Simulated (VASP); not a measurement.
Level of theory: LDA (Ceperley-Alder, Perdew-Zunger), VASP's LDA PAW potentials (set 64) (plane waves; VASP 6.6.1).

VASP ran on this input.

### INCAR
```
SYSTEM = Sn atom
PREC = Normal; ENCUT = 520; LREAL = .FALSE.
LASPH = .TRUE.; ISYM = 0
EDIFF = 1E-6; NELM = 200; ALGO = All
LMAXMIX = 4
ISMEAR = 0; SIGMA = 0.01
ISPIN = 2; MAGMOM = 2; NUPDOWN = 2
LWAVE = .FALSE.; LCHARG = .FALSE.; LORBIT = 10
```

POSCAR:
```
Sn atom
1
   12.0000000000     0.0000000000     0.0000000000
    0.0000000000    12.5000000000     0.0000000000
    0.0000000000     0.0000000000    13.0000000000
Sn
1
Direct
  0.0000000000   0.0000000000   0.0000000000
```

KPOINTS:
```
Automatic mesh
0
G
  1 1 1
0 0 0
```

POTCAR, in this order: Sn_d (LDA.64 set). Program: vasp_gam. Read from the step before: WAVECAR.

Output

### OSZICAR
```
       N       E                     dE             d eps       ncg     rms           ort
SDA:   1    -0.485587080540E+00   -0.48559E+00    0.00000E+00    12   0.121E-07   0.000E+00
CGA:   2    -0.485587082412E+00   -0.18724E-08   -0.96100E-09    12   0.360E-08   0.295E-08
   1 F= -.48558708E+00 E0= -.48173053E+00  d E =-.771311E-02  mag=     2.0000
```

File OUTCAR:
```
------------------------ aborting loop because EDIFF is reached ----------------------------------------
  FORCE on cell =-STRESS in cart. coord.  units (eV):
  Direction    XX          YY          ZZ          XY          YZ          ZX
  --------------------------------------------------------------------------------------
  Total       -0.0058211     -0.0104679     -0.0087431     -0.0000113      0.0000045      0.0000518
  in kB       -0.0047828     -0.0086007     -0.0071836     -0.0000093      0.0000037      0.0000425
  external PRESSURE =      -0.0068557 kB  Pullay stress =       0.0000000 kB
  volume of cell :     1950.00
      direct lattice vectors                 reciprocal lattice vectors
    12.000000000  0.000000000  0.000000000     0.083333333  0.000000000  0.000000000
     0.000000000 12.500000000  0.000000000     0.000000000  0.080000000  0.000000000
     0.000000000  0.000000000 13.000000000     0.000000000  0.000000000  0.076923077
 POSITION                                       TOTAL-FORCE (eV/Angst)
 -----------------------------------------------------------------------------------
      0.00000      0.00000      0.00000         0.000000     -0.000000     -0.000000
 -----------------------------------------------------------------------------------
    total drift:                                0.000000     -0.000000     -0.000000
  FREE ENERGIE OF THE ION-ELECTRON SYSTEM (eV)
  ---------------------------------------------------
  free  energy   TOTEN  =        -0.4855870824 eV

  energy  without entropy=       -0.4778739753  energy(sigma->0) =       -0.48173053

 total charge

# of ion       s       p       d       tot
------------------------------------------
    1        1.348   0.770   9.918  12.037

 magnetization (x)

# of ion       s       p       d       tot
------------------------------------------
    1       -0.001   0.770  -0.000   0.769
```
(Selected blocks of OUTCAR.)

The atom may not be in its lowest state.

The cell is a free atom in a box.
